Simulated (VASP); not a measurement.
Input:

```
SrTiO3
1.0
    3.97779     0.00000     0.00000
    0.00000     3.97779     0.00000
    0.00000     0.00000     3.97779
Sr Ti O
1 1 3
Direct
  0.00000   0.00000   0.00000
  0.50000   0.50000   0.50000
  0.50000   0.00000   0.50000
  0.00000   0.50000   0.50000
  0.50000   0.50000   0.00000
```

Level of theory: RPBE GGA, VASP's PBE PAW potentials (set 64) (plane waves; VASP 6.6.1). Settings: 520 eV cut-off, Gaussian smearing of 0.050 eV, potentials Sr_sv Ti_sv O.

What does the run give for the band gap (along the path) with the smallest direct gap where there is one?

- band gap (along the path): 1.79 eV
- smallest direct gap (along the path): 2.17 eV

Total energies compare only between runs with the same potentials, cut-off and functional.

The compound is SrTiO3 in the cubic perovskite structure, the ideal cubic form; the compound distorts at low or room temperature. It was relaxed first, which changed the volume by +6 %.
